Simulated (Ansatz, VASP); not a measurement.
**Two plane-wave programs on AlTlS3**

```
CELL_PARAMETERS angstrom
4.76000 0.00000 0.00000
0.00000 4.76000 0.00000
0.00000 0.00000 4.76000
ATOMIC_POSITIONS crystal
Tl 0.00000 0.00000 0.00000
Al 0.50000 0.50000 0.50000
S 0.50000 0.50000 0.00000
S 0.50000 0.00000 0.50000
S 0.00000 0.50000 0.50000
```

The cell comes from a database or a generator and needn't be the stable form of this composition.

Alike in both runs: task single point; functional LDA; k mesh 4 × 4 × 4; occupations gaussian, width 0.05 eV; no spin polarisation.

```csv
,VASP,Ansatz
version,VASP 6.6.1,Ansatz 0.2.0
potentials or method,"VASP PAW LDA potentials, release 64 (Tl_d, Al, S)","scalar-relativistic, plane waves, PAW"
plane-wave cutoff (eV),520,420
valence electrons in the cell,34,34
```

```csv
,VASP,Ansatz,Ansatz less VASP
gap on the k mesh at the Fermi level (eV),none,none,-
pressure (GPa),-4.5,-4.5,+0.08
```

A gap of «none» marks a metal or a gap that the smearing closes.

The runs have no spin-orbit coupling, so splittings on Tl are missing.
